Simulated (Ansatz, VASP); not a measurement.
# Ba2Mg4Zn3Si19O47 (glassy 68SiO2-14MgO-11ZnO-7BaO (mol %)) in two plane-wave programs

Wanted: the spread between two codes on one cell, functional and k mesh. The structure shown is the start of the Ansatz relaxation below; VASP solves that cell, so the two are compared at the walk's first step.

Program: Ansatz 0.2.0. Level of theory: plane waves, with VASP 6.6.1 beside it; single point at PBE. Results are calculated unless marked as measured.

### 1. Starting point

The cell holds 75 atoms: 19 Si, 4 Mg, 3 Zn, 2 Ba and 47 O. Its edges and angles: a = 10.675 Å, b = 10.675 Å, c = 10.675 Å, α = 90.0°, β = 90.0°, γ = 90.0°. As first built, before any earlier steps moved the atoms (in the runner's words): 75 atoms (19 Si, 4 Mg, 3 Zn, 2 Ba, 47 O) placed at random at 2.53 g/cm^3, melted at 4000 K for 10 ps at fixed volume with the Morse and Coulomb pair potential with partial charges (Pedone, Malavasi, Menziani, Cormack and Segre, J. Phys. Chem. B 110, 11780 (2006)). Quenched from 4000 K to 300 K at 25 K/ps and fixed volume, held 5 ps, then minimised at fixed cell.

### 2. Ansatz: relaxation, PBE

Ansatz runs on its default PAW (the set named soft_2) files.

The two programs are compared at the cell with which this relaxation starts, whose forces are those of its first step.

File input.yaml:

```yaml
crystal:
  lattice:
    - [10.6753, 0.0, 0.0]
    - [0.0, 10.6753, 0.0]
    - [0.0, 0.0, 10.6753]
  atoms:
    - { symbol: Si, position: [0.41066, 0.36795, 0.18462] }
    - { symbol: Si, position: [0.22969, 0.74862, 0.89225] }
    - { symbol: Si, position: [0.15258, 0.94038, 0.43604] }
    - { symbol: Si, position: [0.18542, 0.49894, 0.31543] }
    - { symbol: Si, position: [0.8835, 0.23371, 0.93253] }
    - { symbol: Si, position: [0.56366, 0.42016, 0.63586] }
    - { symbol: Si, position: [0.99906, 0.63198, 0.72544] }
    - { symbol: Si, position: [0.89253, 0.83697, 0.54601] }
    - { symbol: Si, position: [0.82322, 0.07881, 0.67882] }
    - { symbol: Si, position: [0.8412, 0.85274, 0.11182] }
    - { symbol: Si, position: [0.542, 0.12113, 0.59587] }
    - { symbol: Si, position: [0.15097, 0.41354, 0.58556] }
    - { symbol: Si, position: [0.53366, 0.11083, 0.28982] }
    - { symbol: Si, position: [0.47441, 0.91994, 0.81386] }
    - { symbol: Si, position: [0.54149, 0.88343, 0.09858] }
    - { symbol: Si, position: [0.83208, 0.12973, 0.2135] }
    - { symbol: Si, position: [0.00128, 0.19065, 0.45613] }
    - { symbol: Si, position: [0.76045, 0.49097, 0.84301] }
    - { symbol: Si, position: [0.57376, 0.55138, 0.36021] }
    - { symbol: Mg, position: [0.356, 0.76518, 0.25864] }
    - { symbol: Mg, position: [0.8874, 0.57962, 0.25945] }
    - { symbol: Mg, position: [0.72746, 0.75587, 0.84351] }
    - { symbol: Mg, position: [0.32821, 0.43778, 0.83981] }
    - { symbol: Zn, position: [0.11558, 0.77117, 0.18758] }
    - { symbol: Zn, position: [0.47856, 0.58953, 0.98859] }
    - { symbol: Zn, position: [0.67064, 0.776, 0.32987] }
    - { symbol: Ba, position: [0.3696, 0.69826, 0.59783] }
    - { symbol: Ba, position: [0.18002, 0.09467, 0.74769] }
    - { symbol: O, position: [0.46033, 0.48642, 0.71583] }
    - { symbol: O, position: [0.41736, 0.41003, 0.04043] }
    - { symbol: O, position: [0.52589, 0.94586, 0.96038] }
    - { symbol: O, position: [0.87949, 0.58707, 0.81094] }
    - { symbol: O, position: [0.50478, 0.69078, 0.36655] }
    - { symbol: O, position: [0.31224, 0.62383, 0.89637] }
    - { symbol: O, position: [0.66236, 0.57956, 0.91674] }
    - { symbol: O, position: [0.81548, 0.36959, 0.90902] }
    - { symbol: O, position: [0.5697, 0.4874, 0.49743] }
    - { symbol: O, position: [0.68315, 0.84038, 0.15049] }
    - { symbol: O, position: [0.45986, 0.22766, 0.2274] }
    - { symbol: O, position: [0.84506, 0.19582, 0.07731] }
    - { symbol: O, position: [0.91757, 0.14792, 0.57895] }
    - { symbol: O, position: [0.23545, 0.34811, 0.687] }
    - { symbol: O, position: [0.03996, 0.49147, 0.29713] }
    - { symbol: O, position: [0.17639, 0.79521, 0.01845] }
    - { symbol: O, position: [0.91536, 0.1829, 0.33046] }
    - { symbol: O, position: [0.71175, 0.58981, 0.31614] }
    - { symbol: O, position: [0.92407, 0.74706, 0.17733] }
    - { symbol: O, position: [0.46507, 0.75625, 0.09714] }
    - { symbol: O, position: [0.69467, 0.44461, 0.71228] }
    - { symbol: O, position: [0.33141, 0.85884, 0.83148] }
    - { symbol: O, position: [0.22695, 0.63333, 0.26421] }
    - { symbol: O, position: [0.0683, 0.51517, 0.66174] }
    - { symbol: O, position: [0.02634, 0.23138, 0.90808] }
    - { symbol: O, position: [0.83019, 0.84419, 0.9668] }
    - { symbol: O, position: [0.06795, 0.31385, 0.50828] }
    - { symbol: O, position: [0.68436, 0.12873, 0.26054] }
    - { symbol: O, position: [0.77448, 0.8335, 0.46072] }
    - { symbol: O, position: [0.20804, 0.88505, 0.30989] }
    - { symbol: O, position: [0.23997, 0.91197, 0.55101] }
    - { symbol: O, position: [0.51328, 0.09826, 0.44352] }
    - { symbol: O, position: [0.50422, 0.46456, 0.26183] }
    - { symbol: O, position: [0.53466, 0.27111, 0.61922] }
    - { symbol: O, position: [0.2738, 0.39614, 0.24613] }
    - { symbol: O, position: [0.11154, 0.71346, 0.79337] }
    - { symbol: O, position: [0.46914, 0.03811, 0.71146] }
    - { symbol: O, position: [0.82805, 0.13902, 0.81692] }
    - { symbol: O, position: [0.11315, 0.08812, 0.43832] }
    - { symbol: O, position: [0.93121, 0.71023, 0.61682] }
    - { symbol: O, position: [0.56841, 0.8178, 0.76432] }
    - { symbol: O, position: [0.0151, 0.87663, 0.46633] }
    - { symbol: O, position: [0.50021, 0.97909, 0.21192] }
    - { symbol: O, position: [0.87074, 0.93568, 0.66374] }
    - { symbol: O, position: [0.68524, 0.08682, 0.62302] }
    - { symbol: O, position: [0.22079, 0.49197, 0.47052] }
    - { symbol: O, position: [0.87069, 0.98538, 0.17887] }
kpoints:
  mp_grid: { grid: [1, 1, 1] }
hamiltonian:
  xc: pbe
scf:
  occupations: { method: fermi_dirac, width: 0.025 }
output:
  forces: true
relax:
  f_tol: 0.05
  max_steps: 150
  cell: {}
```

Launch:

```console
ansatz run input.yaml --threads 4 --pin off --max-ram 8192MiB --backend cpu --events-out ev --progress --plain --runs-dir out
```

Numbers of over 12 decimals in the logs are rounded to 6 here.

What it wrote:

```text
Engine: ansatz 0.2.0, x86_64-unknown-linux-gnu
Pseudopotentials: kind: paw
Pseudopotential: Si, paw, valence charge 4, recommended cutoff 420 eV (normal), Si.paw.azcp
Pseudopotential: Mg, paw, valence charge 10, recommended cutoff 420 eV (normal), Mg.paw.azcp
Pseudopotential: Zn, paw, valence charge 12, recommended cutoff 420 eV (normal), Zn.paw.azcp
Pseudopotential: Ba, paw, valence charge 10, recommended cutoff 420 eV (normal), Ba.paw.azcp
Pseudopotential: O, paw, valence charge 6, recommended cutoff 420 eV (normal), O.paw.azcp
Functional definition: PBE
  parameter kappa = 0.804
  parameter beta = 0.066725
  exchange = pbe_x(kappa = kappa, mu = beta*pi^2/3)
  correlation = pbe_c(beta = beta)
Crystal: 75 atoms, lattice volume = 1216.579 Å³
Basis set: ecut = 420 eV, 23847 PW (Γ), exchange–correlation on 144×144×144 points (8 copies of the dense FFT grid, shifted against one another)
Bands: 302, of which v1, the nominal top of the filled ones, is band 227 counted from 1 (226 counted from 0)
Symmetry: 1 space group operations
Space group: P1 (ITA 1), of the structure as read, at distance tolerance 1.1e-4 Å
k-points: 1
Non-local potential: Si, projectors of the file, l = 0: 2, l = 1: 2, l = 2: 2
Non-local potential: Mg, projectors of the file, l = 0: 3, l = 1: 2, l = 2: 1
Non-local potential: Zn, projectors of the file, l = 0: 2, l = 1: 2, l = 2: 3, l = 3: 1
Non-local potential: Ba, projectors of the file, l = 0: 3, l = 1: 2, l = 2: 2, l = 3: 2
Non-local potential: O, projectors of the file, l = 0: 2, l = 1: 2, l = 2: 1
PAW form: soft (Blöchl's): semilocal exchange-correlation on the pseudo side does not see the compensation charge
PAW one-centre angular grid: Si, 110 points (default); XC on 64 Gauss nodes
PAW one-centre angular grid: Mg, 110 points (default); XC on 64 Gauss nodes
PAW one-centre angular grid: Zn, 590 points (default); XC on 64 Gauss nodes
PAW one-centre angular grid: Ba, 194 points (default); XC on 64 Gauss nodes
PAW one-centre angular grid: O, 110 points (default); XC on 64 Gauss nodes
Initial density: superposition of atomic densities (neutral atoms: chi_scale 0, normalization atom), corrected by the library's trained network
Initial wavefunctions: pseudopotential atomic-orbital guess
Functional: x = pbe(κ = 0.804, μ = 0.219515), c = pbe(β = 0.066725)
SCF iter   1: F=—  HF=-68375.637227 eV  |F-HF|=—  |Δ(HF+E_count)|=         —  Δρ=2.17e-3  dr2=1.07e-1  ethr=1.77e-3  ⟨swp⟩=6.0  Hψ=1402  notcnv=0  defer=58
preconditioner: auto → Resta (q_TF=auto, 2.315 Å⁻¹)  ε∞=3.2  [insulator: Δε(μ)=2.769 eV  Ē_g=14.687 eV  σ=0.025 eV  W_gap=1.00  n_scr=250 (ndim 8)  ℏωp=21.8 eV  f_vac=0.236  D(μ)=0.00/eV (n_scr^D=0)  ε∞_Penn≈3.2]
SCF iter   2: F=—  HF=-68375.621265 eV  |F-HF|=—  |Δ(HF+E_count)|=   1.60e-2  Δρ=1.12e-3  dr2=2.84e-2  ethr=2.36e-5  ⟨swp⟩=2.0  Hψ=572  notcnv=0  defer=71
SCF iter   3: F=—  HF=-68375.617638 eV  |F-HF|=—  |Δ(HF+E_count)|=   3.63e-3  Δρ=6.07e-4  dr2=8.13e-3  ethr=6.27e-6  ⟨swp⟩=2.0  Hψ=416  notcnv=0  defer=71
SCF iter   4: F=—  HF=-68375.615791 eV  |F-HF|=—  |Δ(HF+E_count)|=   1.85e-3  Δρ=2.01e-4  dr2=7.89e-4  ethr=1.79e-6  ⟨swp⟩=2.0  Hψ=414  notcnv=0  defer=71
SCF iter   5: F=—  HF=-68375.615722 eV  |F-HF|=—  |Δ(HF+E_count)|=   6.89e-5  Δρ=1.48e-4  dr2=2.18e-4  ethr=1.74e-7  ⟨swp⟩=2.0  Hψ=457  notcnv=0  defer=71
SCF iter   6: F=—  HF=-68375.615664 eV  |F-HF|=—  |Δ(HF+E_count)|=   5.80e-5  Δρ=4.22e-5  dr2=2.12e-5  ethr=4.80e-8  ⟨swp⟩=2.0  Hψ=398  notcnv=0  defer=71
SCF iter   7: F=—  HF=-68375.616305 eV  |F-HF|=—  |Δ(HF+E_count)|=   6.41e-4  Δρ=2.04e-5  dr2=5.48e-6  ethr=4.66e-9  ⟨swp⟩=2.0  Hψ=528  notcnv=0  defer=71
SCF iter   8: F=—  HF=-68375.616306 eV  |F-HF|=—  |Δ(HF+E_count)|=   8.02e-7  Δρ=9.89e-6  dr2=1.24e-6  ethr=1.21e-9  ⟨swp⟩=2.0  Hψ=451  notcnv=0  defer=71
SCF iter   9: F=—  HF=-68375.616306 eV  |F-HF|=—  |Δ(HF+E_count)|=   7.92e-8  Δρ=3.14e-6  dr2=1.38e-7  ethr=2.73e-10  ⟨swp⟩=2.0  Hψ=405  notcnv=0  defer=71
SCF iter  10: F=-68375.616306 eV  HF=-68375.616306 eV  |F-HF|=2.55e-8  |Δ(HF+E_count)|=   3.00e-8  Δρ=2.07e-6  dr2=4.55e-8  ethr=2.20e-11  ⟨swp⟩=4.0  Hψ=968  notcnv=0
SCF 1 converged in 10 iterations: F = -68375.616306 eV  dr2 = 4.55e-8
  greatest PAW one-centre occupation: 1.000 electrons in one spin orbital (limit 2), on the Mg atom at site 19 (counted from 0), in its partial waves of l = 0
relax step   1: F+E_penalty+E_count = -68375.61630613 eV  Δ(F+E_penalty+E_count) = +0.000e0 eV  max|allowed force component| = 2.510e0 eV/Å  Δτ_max = 0.0000 Å  P = -0.983 GPa  Ω = 1216.579 Å³  (10 SCF iters, dr2 threshold 1.00e-7 eV, accepted)
Crystal: 75 atoms, lattice volume = 1187.185 Å³
Basis set: ecut = 420 eV, 23189 PW (Γ), exchange–correlation on 144×144×144 points (8 copies of the dense FFT grid, shifted against one another)
Initial density: handed on by an earlier stage of this run
Initial wavefunctions: those handed on with the density
[...]
atom  39  O     -0.00106956     0.01099065     0.00651661
  atom  40  O     -0.00397359     0.00210903     0.00228301
  atom  41  O      0.00077550    -0.00430932     0.00234294
  atom  42  O      0.00376416    -0.00016812     0.00812026
  atom  43  O     -0.00811865     0.00446763     0.00158077
  atom  44  O     -0.01914744     0.00139556     0.03242130
  atom  45  O     -0.00170138     0.00047986     0.00436622
  atom  46  O     -0.00842594     0.00489158     0.00990066
  atom  47  O      0.00068139    -0.00694488     0.00565465
  atom  48  O      0.00630969    -0.00324665    -0.00756896
  atom  49  O     -0.00028483     0.00167244    -0.00225057
  atom  50  O     -0.00153416    -0.02017215     0.00493367
  atom  51  O     -0.00549748     0.01904753    -0.00908755
  atom  52  O      0.01190077    -0.00083018     0.00688017
  atom  53  O      0.00461441     0.00031899    -0.00052865
  atom  54  O     -0.00786202    -0.00485243     0.00369004
  atom  55  O     -0.00462036     0.00995757    -0.00212040
  atom  56  O      0.00821848    -0.00479500     0.00493435
  atom  57  O     -0.00831414    -0.01414744    -0.00630953
  atom  58  O     -0.00806550    -0.02994010    -0.02012025
  atom  59  O     -0.00281305    -0.00091867    -0.00071574
  atom  60  O     -0.00231712    -0.00034743     0.00890597
  atom  61  O     -0.00270978    -0.00484787    -0.00813418
  atom  62  O      0.00820107     0.01382252    -0.00071325
[...]
atom  68  O     -0.00196741     0.01005922    -0.00540348
  atom  69  O     -0.00469745     0.00481604    -0.00146602
  atom  70  O     -0.00872223    -0.00095683     0.01351688
  atom  71  O      0.00002433    -0.00413106     0.00451001
  atom  72  O     -0.00581504    -0.00413324    -0.00206997
  atom  73  O      0.00423566    -0.00611691     0.00071696
  atom  74  O     -0.00593389    -0.00259952    -0.00165461
  atom  75  O      0.00397783    -0.00829013    -0.00685763
  max |Σ_I F_I| component: 1.29e-5 eV/Å
--- Stress (GPa, compression-positive) ---
       -0.008022      -0.005154       0.002464
       -0.005154      -0.022526      -0.004897
        0.002465      -0.004899      -0.024985
  P = ⅓ Tr σ = -0.0185 GPa (-0.185 kbar)
--- Relaxed structure (28 steps of the walk, 25 accepted, 2 SCFs on fresh bases) ---
  F+E_penalty+E_count = -68380.73697474 eV   max|allowed force component| = 3.662e-2 eV/Å   (the final SCF, on the basis selected at the relaxed cell)
  cell:  # Å, volume = 1099.7663 Å³
    - [10.527511, 0.177245, -0.129545]
    - [0.177245, 10.548001, -0.078404]
    - [-0.129545, -0.078404, 9.908809]
  atoms:
    - { symbol: Si, position: [0.407545, 0.365746, 0.149647] }
    - { symbol: Si, position: [0.247467, 0.747798, 0.917775] }
    - { symbol: Si, position: [0.140598, 0.958265, 0.448895] }
    - { symbol: Si, position: [0.186065, 0.501889, 0.309354] }
    - { symbol: Si, position: [0.881858, 0.232496, 0.939397] }
    - { symbol: Si, position: [0.565605, 0.414730, 0.620172] }
    - { symbol: Si, position: [1.023185, 0.643009, 0.735220] }
    - { symbol: Si, position: [0.908677, 0.840845, 0.553105] }
    - { symbol: Si, position: [0.818517, 0.071380, 0.691864] }
    - { symbol: Si, position: [0.836197, 0.862414, 0.109052] }
    - { symbol: Si, position: [0.539384, 0.115298, 0.603191] }
    - { symbol: Si, position: [0.152811, 0.401641, 0.593859] }
    - { symbol: Si, position: [0.521391, 0.108266, 0.287511] }
    - { symbol: Si, position: [0.474523, 0.912474, 0.812026] }
    - { symbol: Si, position: [0.548233, 0.883168, 0.099928] }
    - { symbol: Si, position: [0.818190, 0.134763, 0.216343] }
    - { symbol: Si, position: [-0.011495, 0.200530, 0.473308] }
    - { symbol: Si, position: [0.774005, 0.495126, 0.822734] }
    - { symbol: Si, position: [0.573690, 0.542525, 0.333371] }
    - { symbol: Mg, position: [0.345361, 0.777213, 0.231411] }
    - { symbol: Mg, position: [0.886225, 0.571588, 0.236024] }
    - { symbol: Mg, position: [0.727556, 0.756693, 0.817335] }
    - { symbol: Mg, position: [0.332245, 0.431316, 0.818811] }
    - { symbol: Zn, position: [0.098010, 0.778819, 0.216056] }
    - { symbol: Zn, position: [0.501923, 0.582906, 0.978944] }
    - { symbol: Zn, position: [0.674357, 0.764934, 0.356533] }
    - { symbol: Ba, position: [0.343864, 0.698873, 0.578701] }
    - { symbol: Ba, position: [0.178426, 0.089575, 0.776534] }
    - { symbol: O, position: [0.457500, 0.497378, 0.694352] }
    - { symbol: O, position: [0.411762, 0.376653, -0.011966] }
    - { symbol: O, position: [0.542473, 0.958927, 0.957363] }
    - { symbol: O, position: [0.879127, 0.609156, 0.787075] }
    - { symbol: O, position: [0.502800, 0.682979, 0.368666] }
    - { symbol: O, position: [0.328015, 0.615505, 0.893193] }
    - { symbol: O, position: [0.674607, 0.585570, 0.907906] }
    - { symbol: O, position: [0.850225, 0.384188, 0.901997] }
    - { symbol: O, position: [0.566222, 0.443123, 0.457296] }
    - { symbol: O, position: [0.689184, 0.852831, 0.175707] }
    - { symbol: O, position: [0.450701, 0.226107, 0.210995] }
    - { symbol: O, position: [0.813293, 0.227542, 0.087926] }
    - { symbol: O, position: [0.916073, 0.152199, 0.605667] }
    - { symbol: O, position: [0.240429, 0.313455, 0.691867] }
    - { symbol: O, position: [0.039506, 0.488354, 0.272088] }
    - { symbol: O, position: [0.219038, 0.795373, 0.067907] }
    - { symbol: O, position: [0.897010, 0.201958, 0.339996] }
    - { symbol: O, position: [0.718182, 0.577926, 0.298894] }
    - { symbol: O, position: [0.921443, 0.747147, 0.181909] }
    - { symbol: O, position: [0.480074, 0.749306, 0.089688] }
    - { symbol: O, position: [0.709702, 0.443277, 0.681510] }
    - { symbol: O, position: [0.327412, 0.865508, 0.842449] }
    - { symbol: O, position: [0.230280, 0.648476, 0.299703] }
    - { symbol: O, position: [0.110361, 0.517276, 0.702294] }
[...]
- { symbol: O, position: [0.999341, 0.716854, 0.594507] }
    - { symbol: O, position: [0.557597, 0.801970, 0.742080] }
    - { symbol: O, position: [-0.012160, 0.913509, 0.440165] }
    - { symbol: O, position: [0.475223, 0.971834, 0.216147] }
    - { symbol: O, position: [0.887599, 0.927908, 0.694293] }
    - { symbol: O, position: [0.683532, 0.056097, 0.610876] }
    - { symbol: O, position: [0.226909, 0.469862, 0.471856] }
    - { symbol: O, position: [0.884323, 0.998216, 0.171792] }
```

(Continued in part 2 of 2.)

[Lines on the potential files, build, host, timing and source positions are cut from VASP's logs without a mark.]

[Logs are printed without paths, hosts, clocks, repeated set-up lines and the standing remarks that a program may print on its own settings, such as how far it seeks lower states.]

[Hosts, paths, dates, database ids (printed as entryN), source tags and the programs' standing remarks are cut or masked in the printed files.]
